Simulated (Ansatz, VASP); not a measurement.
## One calculation of K3Pd, two programs

```xyz
4
Lattice="5.3714 0.0000 0.0000 0.0000 5.3714 0.0000 0.0000 0.0000 5.3714" Properties=species:S:1:pos:R:3 pbc="T T T"
Pd    0.0000    0.0000    0.0000
K     0.0000    2.6857    2.6857
K     2.6857    0.0000    2.6857
K     2.6857    2.6857    0.0000
```

The cell comes from a database or a generator and needn't be the stable form of this composition.

Alike in both runs: task single point; functional PBE; k mesh 5 × 5 × 5; occupations fermi-dirac, width 0.05 eV; no spin polarisation.

```csv
,VASP,Ansatz
version,VASP 6.6.1,Ansatz 0.2.0
potentials or method,"VASP PAW PBE potentials, release 64 (Pd, K_sv)",Ansatz PAW
plane-wave cutoff (eV),520,420
valence electrons in the cell,37,45
```

```tsv
	VASP	Ansatz	Ansatz less VASP
gap on the k mesh at the Fermi level (eV)	none	none	-
pressure (GPa)	0.4	0.4	+0.01
```

A gap of «none» marks a metal or a gap that the smearing closes. The two sets of potentials don't hold the same shells in valence.
